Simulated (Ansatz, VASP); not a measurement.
**HfSi3O8 (amorphous 25HfO2-75SiO2 (mol %)): VASP beside Ansatz**

Wanted: the spread between two codes on one cell, functional and k mesh. The structure shown is the start of the Ansatz relaxation below; VASP solves that cell, so the two are compared at the walk's first step.

Method: plane waves, with VASP 6.6.1 beside it; single point at PBE, in Ansatz 0.2.0.

## (1) Starting point

The cell holds 84 atoms: 7 Hf, 21 Si and 56 O. Its edges and angles: a = 10.744 Å, b = 10.744 Å, c = 10.744 Å, α = 90.0°, β = 90.0°, γ = 90.0°. As first built, before any earlier steps moved the atoms (in the runner's words): 84 atoms (7 Zr, 21 Si, 56 O) placed at random at 2.84 g/cm^3, melted at 5000 K for 10 ps at fixed volume with the Morse and Coulomb pair potential with partial charges (Pedone, Malavasi, Menziani, Cormack and Segre, J. Phys. Chem. B 110, 11780 (2006)). Quenched from 5000 K to 300 K at 50 K/ps and fixed volume, held 5 ps, then minimised at fixed cell. Then Zr was replaced by Hf (the potential has no terms for the new elements, so the cell is a start for a DFT relaxation).

## (2) Ansatz: relaxation, PBE

Ansatz runs on its default PAW (the set named soft_2) files.

The two programs are compared at the cell with which this relaxation starts, whose forces are those of its first step.

Contents of input.yaml:

```yaml
crystal:
  lattice:
    - [10.7439, 0.0, 0.0]
    - [0.0, 10.7439, 0.0]
    - [0.0, 0.0, 10.7439]
  atoms:
    - { symbol: Hf, position: [0.06944, 0.92026, 0.71895] }
    - { symbol: Hf, position: [0.4763, 0.50379, 0.56678] }
    - { symbol: Hf, position: [0.65539, 0.90479, 0.99267] }
    - { symbol: Hf, position: [0.44359, 0.7959, 0.72959] }
    - { symbol: Hf, position: [0.73139, 0.68311, 0.34827] }
    - { symbol: Hf, position: [0.30105, 0.9594, 0.94565] }
    - { symbol: Hf, position: [0.77488, 0.21556, 0.88967] }
    - { symbol: Si, position: [0.90337, 0.70023, 0.88949] }
    - { symbol: Si, position: [0.32169, 0.50688, 0.8392] }
    - { symbol: Si, position: [0.5728, 0.611, 0.08497] }
    - { symbol: Si, position: [0.44499, 0.05065, 0.42855] }
    - { symbol: Si, position: [0.46659, 0.24711, 0.9181] }
    - { symbol: Si, position: [0.55133, 0.18996, 0.63843] }
    - { symbol: Si, position: [0.62661, 0.42816, 0.31359] }
    - { symbol: Si, position: [0.41792, 0.77163, 0.40899] }
    - { symbol: Si, position: [0.004, 0.22742, 0.6369] }
    - { symbol: Si, position: [0.68626, 0.52734, 0.81735] }
    - { symbol: Si, position: [0.09558, 0.52917, 0.02309] }
    - { symbol: Si, position: [0.03397, 0.69788, 0.47326] }
    - { symbol: Si, position: [0.35274, 0.31369, 0.33664] }
    - { symbol: Si, position: [0.30195, 0.69152, 0.15418] }
    - { symbol: Si, position: [0.01668, 0.04619, 0.05008] }
    - { symbol: Si, position: [0.94088, 0.8193, 0.2364] }
    - { symbol: Si, position: [0.19538, 0.45252, 0.56306] }
    - { symbol: Si, position: [0.72828, 0.98122, 0.70512] }
    - { symbol: Si, position: [0.71613, 0.01106, 0.29491] }
    - { symbol: Si, position: [0.0995, 0.28773, 0.1861] }
    - { symbol: Si, position: [0.86659, 0.25281, 0.37094] }
    - { symbol: O, position: [0.98817, 0.29028, 0.28864] }
    - { symbol: O, position: [0.91485, 0.24362, 0.51204] }
    - { symbol: O, position: [0.49002, 0.36842, 0.30001] }
    - { symbol: O, position: [0.68078, 0.00115, 0.15293] }
    - { symbol: O, position: [0.07538, 0.79811, 0.56952] }
    - { symbol: O, position: [0.42264, 0.60518, 0.10616] }
    - { symbol: O, position: [0.2343, 0.32092, 0.24968] }
    - { symbol: O, position: [0.09952, 0.14852, 0.12846] }
    - { symbol: O, position: [0.30441, 0.4809, 0.67704] }
    - { symbol: O, position: [0.98025, 0.92694, 0.14319] }
    - { symbol: O, position: [0.40006, 0.38762, 0.89432] }
    - { symbol: O, position: [0.377, 0.64364, 0.82987] }
    - { symbol: O, position: [0.86153, 0.70089, 0.20526] }
    - { symbol: O, position: [0.10914, 0.34419, 0.60932] }
    - { symbol: O, position: [0.53887, 0.32048, 0.56987] }
    - { symbol: O, position: [0.81129, 0.12109, 0.32728] }
    - { symbol: O, position: [0.37567, 0.1696, 0.36839] }
    - { symbol: O, position: [0.12331, 0.56917, 0.50464] }
    - { symbol: O, position: [0.19002, 0.50832, 0.90459] }
    - { symbol: O, position: [0.29611, 0.82512, 0.08512] }
    - { symbol: O, position: [0.92186, 0.23453, 0.76066] }
    - { symbol: O, position: [0.60385, 0.7531, 0.09862] }
    - { symbol: O, position: [0.71887, 0.38491, 0.81695] }
    - { symbol: O, position: [0.38427, 0.91518, 0.42446] }
    - { symbol: O, position: [0.48257, 0.89154, 0.90062] }
    - { symbol: O, position: [0.74762, 0.34833, 0.33803] }
    - { symbol: O, position: [0.1075, 0.99717, 0.93626] }
    - { symbol: O, position: [0.79968, 0.88034, 0.32407] }
    - { symbol: O, position: [0.80752, 0.61458, 0.80722] }
    - { symbol: O, position: [0.62323, 0.5615, 0.95534] }
    - { symbol: O, position: [0.17884, 0.61449, 0.11905] }
    - { symbol: O, position: [0.31504, 0.41084, 0.46077] }
    - { symbol: O, position: [0.08112, 0.09976, 0.64589] }
    - { symbol: O, position: [0.89904, 0.12338, 0.00619] }
    - { symbol: O, position: [0.86825, 0.94824, 0.68986] }
    - { symbol: O, position: [0.81157, 0.8042, 0.946] }
    - { symbol: O, position: [0.33595, 0.70592, 0.30348] }
    - { symbol: O, position: [0.97386, 0.59894, 0.97983] }
    - { symbol: O, position: [0.61849, 0.87737, 0.68407] }
    - { symbol: O, position: [0.58472, 0.56205, 0.71208] }
    - { symbol: O, position: [0.07323, 0.39511, 0.0858] }
    - { symbol: O, position: [0.59985, 0.24294, 0.98672] }
    - { symbol: O, position: [0.58665, 0.03753, 0.37134] }
    - { symbol: O, position: [0.68276, 0.11448, 0.6415] }
    - { symbol: O, position: [0.04238, 0.77284, 0.33438] }
    - { symbol: O, position: [0.64188, 0.53781, 0.20605] }
    - { symbol: O, position: [0.56062, 0.76404, 0.37164] }
    - { symbol: O, position: [0.37263, 0.13864, 0.96502] }
    - { symbol: O, position: [0.41669, 0.69865, 0.55035] }
    - { symbol: O, position: [0.46134, 0.09135, 0.57056] }
    - { symbol: O, position: [0.01511, 0.76894, 0.82458] }
    - { symbol: O, position: [0.5051, 0.20816, 0.77676] }
    - { symbol: O, position: [0.70985, 0.03069, 0.85377] }
    - { symbol: O, position: [0.61484, 0.52975, 0.42984] }
    - { symbol: O, position: [0.88697, 0.65768, 0.46248] }
    - { symbol: O, position: [0.27355, 0.89492, 0.7619] }
kpoints:
  mp_grid: { grid: [1, 1, 1] }
hamiltonian:
  xc: pbe
scf:
  occupations: { method: fermi_dirac, width: 0.025 }
output:
  forces: true
relax:
  f_tol: 0.04
  max_steps: 250
  cell: {}
```

Command:

```
$ ansatz run input.yaml --threads 4 --pin off --max-ram 8192MiB --backend cpu --events-out ev --progress --plain --runs-dir out
```

Numbers of over 12 decimals in the logs are rounded to 6 here.

Output:

```text
Engine: ansatz 0.2.0, aarch64-unknown-linux-gnu
Pseudopotentials: kind: paw
Pseudopotential: Hf, paw, valence charge 26, recommended cutoff 420 eV (normal), Hf.paw.azcp
Pseudopotential: Si, paw, valence charge 4, recommended cutoff 420 eV (normal), Si.paw.azcp
Pseudopotential: O, paw, valence charge 6, recommended cutoff 420 eV (normal), O.paw.azcp
Functional definition: PBE
  parameter kappa = 0.804
  parameter beta = 0.066725
  exchange = pbe_x(kappa = kappa, mu = beta*pi^2/3)
  correlation = pbe_c(beta = beta)
Crystal: 84 atoms, lattice volume = 1240.183 Å³
Basis set: ecut = 420 eV, 24207 PW (Γ), exchange–correlation on 144×144×144 points (8 copies of the dense FFT grid, shifted against one another)
Bands: 385, of which v1, the nominal top of the filled ones, is band 301 counted from 1 (300 counted from 0)
Symmetry: 1 space group operations
Space group: P1 (ITA 1), of the structure as read, at distance tolerance 1.1e-4 Å
k-points: 1
Non-local potential: Hf, projectors of the file, l = 0: 3, l = 1: 2, l = 2: 2, l = 3: 3
Non-local potential: Si, projectors of the file, l = 0: 2, l = 1: 2, l = 2: 2
Non-local potential: O, projectors of the file, l = 0: 2, l = 1: 2, l = 2: 1
PAW form: soft (Blöchl's): semilocal exchange-correlation on the pseudo side does not see the compensation charge
PAW one-centre angular grid: Hf, 590 points (default); XC on 64 Gauss nodes
PAW one-centre angular grid: Si, 110 points (default); XC on 64 Gauss nodes
PAW one-centre angular grid: O, 110 points (default); XC on 64 Gauss nodes
Initial density: superposition of atomic densities (neutral atoms: chi_scale 0, normalization atom), corrected by the library's trained network
Initial wavefunctions: pseudopotential atomic-orbital guess
Functional: x = pbe(κ = 0.804, μ = 0.219515), c = pbe(β = 0.066725)
SCF iter   1: F=—  HF=-155271.941898 eV  |F-HF|=—  |Δ(HF+E_count)|=         —  Δρ=2.93e-3  dr2=1.09e-1  ethr=1.77e-3  ⟨swp⟩=5.0  Hψ=1518  notcnv=0  defer=61
preconditioner: auto → Resta (q_TF=auto, 2.419 Å⁻¹)  ε∞=3.7  [insulator: Δε(μ)=2.988 eV  Ē_g=14.995 eV  σ=0.025 eV  W_gap=1.00  n_scr=304 (ndim 8)  ℏωp=24.6 eV  f_vac=0.220  D(μ)=0.00/eV (n_scr^D=0)  ε∞_Penn≈3.7]
SCF iter   2: F=—  HF=-155271.946875 eV  |F-HF|=—  |Δ(HF+E_count)|=   4.98e-3  Δρ=1.46e-3  dr2=2.27e-2  ethr=1.81e-5  ⟨swp⟩=2.0  Hψ=681  notcnv=0  defer=77
SCF iter   3: F=—  HF=-155271.948246 eV  |F-HF|=—  |Δ(HF+E_count)|=   1.37e-3  Δρ=6.42e-4  dr2=7.01e-3  ethr=3.76e-6  ⟨swp⟩=2.0  Hψ=551  notcnv=0  defer=77
SCF iter   4: F=—  HF=-155271.948344 eV  |F-HF|=—  |Δ(HF+E_count)|=   9.81e-5  Δρ=2.18e-4  dr2=8.39e-4  ethr=1.16e-6  ⟨swp⟩=2.0  Hψ=551  notcnv=0  defer=77
SCF iter   5: F=—  HF=-155271.948320 eV  |F-HF|=—  |Δ(HF+E_count)|=   2.38e-5  Δρ=1.32e-4  dr2=2.37e-4  ethr=1.39e-7  ⟨swp⟩=2.0  Hψ=607  notcnv=0  defer=77
SCF iter   6: F=—  HF=-155271.948331 eV  |F-HF|=—  |Δ(HF+E_count)|=   1.06e-5  Δρ=4.81e-5  dr2=3.35e-5  ethr=3.93e-8  ⟨swp⟩=2.0  Hψ=607  notcnv=0  defer=77
SCF iter   7: F=—  HF=-155271.950018 eV  |F-HF|=—  |Δ(HF+E_count)|=   1.69e-3  Δρ=2.01e-5  dr2=5.47e-6  ethr=5.56e-9  ⟨swp⟩=2.0  Hψ=670  notcnv=0  defer=77
SCF iter   8: F=—  HF=-155271.950021 eV  |F-HF|=—  |Δ(HF+E_count)|=   2.66e-6  Δρ=1.21e-5  dr2=1.85e-6  ethr=9.09e-10  ⟨swp⟩=2.0  Hψ=608  notcnv=0  defer=77
SCF iter   9: F=—  HF=-155271.950021 eV  |F-HF|=—  |Δ(HF+E_count)|=   9.53e-8  Δρ=3.30e-6  dr2=1.49e-7  ethr=3.07e-10  ⟨swp⟩=2.0  Hψ=605  notcnv=0  defer=77
SCF iter  10: F=-155271.950021 eV  HF=-155271.950021 eV  |F-HF|=3.00e-9  |Δ(HF+E_count)|=   6.24e-8  Δρ=1.87e-6  dr2=4.07e-8  ethr=1.66e-11  ⟨swp⟩=4.0  Hψ=1197  notcnv=0
SCF 1 converged in 10 iterations: F = -155271.950021 eV  dr2 = 4.07e-8
  greatest PAW one-centre occupation: 0.999 electrons in one spin orbital (limit 2), on the Hf atom at site 1 (counted from 0), in its partial waves of l = 0
relax step   1: F+E_penalty+E_count = -155271.95002121 eV  Δ(F+E_penalty+E_count) = +0.000e0 eV  max|allowed force component| = 2.812e0 eV/Å  Δτ_max = 0.0000 Å  P = -2.490 GPa  Ω = 1240.183 Å³  (10 SCF iters, dr2 threshold 1.00e-7 eV, accepted)
Crystal: 84 atoms, lattice volume = 1200.940 Å³
Basis set: ecut = 420 eV, 23465 PW (Γ), exchange–correlation on 144×144×144 points (8 copies of the dense FFT grid, shifted against one another)
Initial density: handed on by an earlier stage of this run
Initial wavefunctions: those handed on with the density
iter 1 solved again at ethr=5.97e-4 eV; its pass at ethr=3.10e-3 eV (dr2=3.59e0 eV) is discarded
SCF iter   1: F=—  HF=-155276.376474 eV  |F-HF|=—  |Δ(HF+E_count)|=         —  Δρ=1.64e-2  dr2=3.63e0  ethr=5.97e-4  ⟨swp⟩=4.0  Hψ=1787  notcnv=0
preconditioner: auto → Resta (q_TF=auto, 2.432 Å⁻¹)  ε∞=3.7  [insulator: Δε(μ)=3.519 eV  Ē_g=15.316 eV  σ=0.025 eV  W_gap=1.00  n_scr=278 (ndim 8)  ℏωp=25.0 eV  f_vac=0.208  D(μ)=0.00/eV (n_scr^D=0)  ε∞_Penn≈3.7]
[...]
atom  62  O     -0.00226307     0.00067771     0.00110965
  atom  63  O     -0.00204655    -0.00068008    -0.00189302
  atom  64  O      0.00108293    -0.00128212    -0.00006153
  atom  65  O      0.00067868    -0.00116481    -0.00266554
  atom  66  O     -0.00767967     0.00870673    -0.00471363
  atom  67  O      0.00470052     0.00783683     0.00153415
  atom  68  O      0.00837220    -0.00489068     0.01008380
  atom  69  O     -0.00233553    -0.00429483    -0.00341066
  atom  70  O      0.01362684     0.00187280    -0.00091045
  atom  71  O      0.00276891     0.00014565    -0.00103724
  atom  72  O      0.00342352     0.00210701     0.00171461
  atom  73  O      0.00737177     0.00134544     0.00591563
  atom  74  O      0.00127118    -0.00344299     0.00254797
  atom  75  O      0.00323559     0.00329195    -0.00289104
  atom  76  O     -0.00326722     0.00007904    -0.00180891
  atom  77  O      0.00188359     0.00069294    -0.00269777
  atom  78  O     -0.00150302    -0.00229218    -0.00444149
  atom  79  O     -0.00497324    -0.00264100    -0.00021723
  atom  80  O      0.00355574    -0.00336270     0.01024675
  atom  81  O     -0.00567176     0.00115576    -0.00123868
  atom  82  O      0.00040136     0.00037961     0.00327306
  atom  83  O      0.00186829    -0.00208949     0.00633636
  atom  84  O      0.00274859     0.00148717     0.00987656
  max |Σ_I F_I| component: 3.08e-6 eV/Å
--- Stress (GPa, compression-positive) ---
       -0.035637       0.005272       0.003867
        0.005272      -0.017023       0.029608
        0.003866       0.029605       0.024567
  P = ⅓ Tr σ = -0.0094 GPa (-0.094 kbar)
--- Relaxed structure (16 steps of the walk, 15 accepted, 2 SCFs on fresh bases) ---
  F+E_penalty+E_count = -155277.97491619 eV   max|allowed force component| = 1.740e-2 eV/Å   (the final SCF, on the basis selected at the relaxed cell)
  cell:  # Å, volume = 1205.8718 Å³
    - [10.350725, 0.174573, -0.064973]
    - [0.174573, 10.598544, 0.363479]
    - [-0.064973, 0.363479, 11.008196]
  atoms:
    - { symbol: Hf, position: [0.041072, 0.906945, 0.688075] }
    - { symbol: Hf, position: [0.510877, 0.519250, 0.609324] }
    - { symbol: Hf, position: [0.653290, 0.904988, 1.001660] }
    - { symbol: Hf, position: [0.438506, 0.800011, 0.739215] }
    - { symbol: Hf, position: [0.735146, 0.683474, 0.332530] }
    - { symbol: Hf, position: [0.300736, 0.953570, 0.946709] }
    - { symbol: Hf, position: [0.790393, 0.216029, 0.881059] }
    - { symbol: Si, position: [0.916046, 0.730723, 0.909109] }
    - { symbol: Si, position: [0.314019, 0.494707, 0.817061] }
    - { symbol: Si, position: [0.589308, 0.611379, 0.092066] }
    - { symbol: Si, position: [0.442903, 0.052547, 0.406500] }
    - { symbol: Si, position: [0.454174, 0.224404, 0.892190] }
    - { symbol: Si, position: [0.515617, 0.185527, 0.630389] }
    - { symbol: Si, position: [0.604694, 0.432861, 0.336003] }
    - { symbol: Si, position: [0.431202, 0.772554, 0.407532] }
    - { symbol: Si, position: [-0.00554953, 0.210357, 0.621521] }
    - { symbol: Si, position: [0.738673, 0.533235, 0.848547] }
    - { symbol: Si, position: [0.114971, 0.543455, 0.024431] }
    - { symbol: Si, position: [0.023483, 0.684356, 0.474020] }
    - { symbol: Si, position: [0.328926, 0.310142, 0.340403] }
    - { symbol: Si, position: [0.320828, 0.687924, 0.158421] }
    - { symbol: Si, position: [0.025875, 0.063147, 0.071395] }
    - { symbol: Si, position: [0.945717, 0.826835, 0.251363] }
    - { symbol: Si, position: [0.182326, 0.429382, 0.560169] }
    - { symbol: Si, position: [0.708252, 0.986346, 0.704427] }
    - { symbol: Si, position: [0.716577, 0.017507, 0.278639] }
    - { symbol: Si, position: [0.082853, 0.308430, 0.183635] }
    - { symbol: Si, position: [0.857397, 0.252381, 0.355698] }
    - { symbol: O, position: [0.957628, 0.333159, 0.270040] }
    - { symbol: O, position: [0.916749, 0.224875, 0.490411] }
    - { symbol: O, position: [0.463522, 0.382519, 0.308574] }
    - { symbol: O, position: [0.665641, 0.012721, 0.139765] }
    - { symbol: O, position: [0.065513, 0.765579, 0.586696] }
    - { symbol: O, position: [0.433759, 0.598427, 0.096912] }
    - { symbol: O, position: [0.215081, 0.353213, 0.245763] }
    - { symbol: O, position: [0.095735, 0.159595, 0.160025] }
    - { symbol: O, position: [0.286076, 0.472063, 0.668102] }
    - { symbol: O, position: [0.996500, 0.933344, 0.155247] }
    - { symbol: O, position: [0.373957, 0.363963, 0.882917] }
    - { symbol: O, position: [0.417638, 0.607671, 0.783709] }
    - { symbol: O, position: [0.878892, 0.700090, 0.211945] }
    - { symbol: O, position: [0.080597, 0.338308, 0.627207] }
    - { symbol: O, position: [0.520915, 0.335936, 0.591947] }
    - { symbol: O, position: [0.824486, 0.123680, 0.291984] }
    - { symbol: O, position: [0.358931, 0.160586, 0.324662] }
    - { symbol: O, position: [0.114854, 0.552707, 0.486486] }
    - { symbol: O, position: [0.196015, 0.547012, 0.895466] }
    - { symbol: O, position: [0.305638, 0.828365, 0.089665] }
    - { symbol: O, position: [0.895858, 0.206612, 0.734219] }
    - { symbol: O, position: [0.623971, 0.752086, 0.126111] }
    - { symbol: O, position: [0.814872, 0.401378, 0.882538] }
    - { symbol: O, position: [0.371293, 0.917932, 0.407070] }
[...]
- { symbol: O, position: [0.424823, 0.703670, 0.549502] }
    - { symbol: O, position: [0.432634, 0.101497, 0.542249] }
    - { symbol: O, position: [0.028011, 0.813942, 0.847133] }
    - { symbol: O, position: [0.439105, 0.167288, 0.757767] }
    - { symbol: O, position: [0.706940, 0.023527, 0.849021] }
    - { symbol: O, position: [0.607708, 0.534473, 0.442610] }
    - { symbol: O, position: [0.869921, 0.651562, 0.463806] }
    - { symbol: O, position: [0.274984, 0.893277, 0.770159] }
```

(Part 1 of 2 ends here.)

[Lines on the potential files, build, host, timing and source positions are cut from VASP's logs without a mark.]

[Logs are printed without paths, hosts, clocks, repeated set-up lines and the standing remarks that a program may print on its own settings, such as how far it seeks lower states.]

[Hosts, paths, dates, database ids (printed as entryN), source tags and the programs' standing remarks are cut or masked in the printed files.]
